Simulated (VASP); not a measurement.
Set up this calculation in VASP 6.6.1, as an ASE script.

```
Task                   : single point
Functional             : PBE
Potentials or basis    : VASP PAW PBE potentials, release 64 (Hf_pv, Ru_pv)
Cutoff                 : 520 eV
k mesh                 : 7 × 7 × 7
Occupations            : gaussian, width 0.02 eV
Spin                   : no spin polarisation
Further INCAR settings : ALGO = Normal; EDIFF = 1.00e-06
```

The structure of HfRu3 lies in POSCAR:

```
HfRu3
1.0
    3.9557730000      0.0000000000      0.0000000000
    0.0000000000      3.9557730000      0.0000000000
    0.0000000000      0.0000000000      3.9557730000
Hf Ru
1 3
Direct
    0.0000000000      0.0000000000      0.0000000000
    0.0000000000      0.5000000000      0.5000000000
    0.5000000000      0.0000000000      0.5000000000
    0.5000000000      0.5000000000      0.0000000000
```

The cell comes from a database or a generator and needn't be the stable form of this composition.

The input as run:

run.py

```python
from ase.calculators.vasp import Vasp
from ase.dft.bandgap import bandgap
from ase.io import read

atoms = read('POSCAR')
calc = Vasp(
    directory='calc',
    xc='pbe',
    pp='PBE',
    setups='recommended',
    prec='Accurate',
    encut=520,
    ediff=1e-06,
    ismear=0,
    sigma=0.02,
    lreal=False,
    lasph=True,
    nelm=60,
    algo='Normal',
    isif=2,
    lwave=False,
    lcharg=False,
    kpts=[7, 7, 7],
    gamma=True,
)
atoms.calc = calc

print('energy (eV):', atoms.get_potential_energy())
print('free energy (eV):', atoms.get_potential_energy(force_consistent=True))
print('forces (eV/A):')
print(atoms.get_forces())
print('stress (eV/A^3, Voigt):', atoms.get_stress())
print('Fermi level (eV):', calc.get_fermi_level())
gap, top, bottom = bandgap(calc)
print('band gap (eV):', gap, 'from (spin, k, band)', top, 'to', bottom)
```

Potentials or basis: VASP PAW PBE potentials, release 64 (Hf_pv, Ru_pv).

Run with:

```console
$ python run.py
```

Results of the run:

- Pressure: -1.9 GPa
- Band gap on the k mesh: none (metal or under the smearing width)

Wall time 21 s on 1 thread of Intel(R) Xeon(R) 6975P-C (Granite Rapids), on a shared host, peak memory 0.18 GiB.
